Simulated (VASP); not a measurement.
The system is KNi.

```
K Ni
1.0
     0.00000    3.11793    3.11793
     3.11793    0.00000    3.11793
     3.11793    3.11793    0.00000
K Ni
1 1
Direct
  0.75000 0.75000 0.75000
  0.00000 0.00000 0.00000
```

The cell was built by a generator and needn't be a form met in nature.

| Quantity | Value |
| --- | --- |
| Program | VASP 6.6.1 |
| Task | relaxation of cell and atoms |
| Functional | PBE |
| Potentials or basis | VASP PAW PBE potentials, release 64 (K_sv_GW, Ni_sv_GW) |
| Cutoff | 600 eV |
| k mesh | 5 × 5 × 5 |
| Occupations | fermi-dirac, width 0.05 eV |
| Spin | collinear spin, ferromagnetic start |
| Starting moments | [0.0, 1.0] μB |

At the start: pressure 5.5 GPa; volume 30.31 Å³/atom.

**Question.** How do energy, volume and symmetry change on relaxing?

**Answer.** Over 13 steps the energy falls by 310.8 meV/atom and the volume is 51.86 Å³/atom (+71.1 %); space group F-43m (No. 216, to 0.05 Å); moment 1.00 μB per cell.

The path:
```
step  energy change (eV)  largest force (eV/Å)  pressure (GPa)  volume (Å³)
   1              0.0000                0.0000            5.49        60.62
   2             -0.1398                0.0000            2.55        70.20
   3             -0.2963                0.0000            1.76        82.60
   4             -0.4274                0.0000           -1.49       111.61
   5             -0.4372                0.0000            0.76        95.44
   6             -0.4584                0.0000           -0.34       104.94
   7             -0.5885                0.0000            0.19       101.75
   8             -0.6216                0.0000            0.12       102.86
   9             -0.6215                0.0000           -0.13       103.90
  10             -0.6216                0.0000            0.04       102.90
  11             -0.6217                0.0000            0.07       103.25
  12             -0.6216                0.0000            0.04       103.47
  13             -0.6215                0.0000            0.03       103.72
```

Final structure:
```xyz
2
Lattice="0.0000 3.7292 3.7292 3.7292 0.0000 3.7292 3.7292 3.7292 0.0000" Properties=species:S:1:pos:R:3 pbc="T T T"
K     5.5938    5.5938    5.5938
Ni    0.0000    0.0000    0.0000
```

Caveat: the volume moved by over 15 % at a fixed basis, so the end points are rough.
